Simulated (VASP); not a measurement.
```yaml
crystal:
  lattice:
    - [4.73153, 0.00000, 0.00000]
    - [0.00000, 4.73153, 0.00000]
    - [0.00000, 0.00000, 4.73153]
  atoms:
    - { symbol: Si, position: [0.16233, 0.33767, 0.66233] }
    - { symbol: Si, position: [0.66233, 0.16233, 0.33767] }
    - { symbol: Si, position: [0.83767, 0.83767, 0.83767] }
    - { symbol: Si, position: [0.33767, 0.66233, 0.16233] }
    - { symbol: Ru, position: [0.87048, 0.62952, 0.37048] }
    - { symbol: Ru, position: [0.37048, 0.87048, 0.62952] }
    - { symbol: Ru, position: [0.12952, 0.12952, 0.12952] }
    - { symbol: Ru, position: [0.62952, 0.37048, 0.87048] }
```

Level of theory: PBE GGA, VASP's PBE PAW potentials (set 64) (plane waves; VASP). Settings: 400 eV cut-off, Gaussian smearing of 0.050 eV, potentials Si Ru_pv.

**Question.** Estimate the band gap (along the path) with the smallest direct gap where there is one.

**Answer.** 
- band gap (along the path): 0.22 eV
- smallest direct gap (along the path): 0.35 eV

Only differences to runs with the same potentials and settings are physical.

The compound is RuSi in the B20 structure. It was relaxed first.
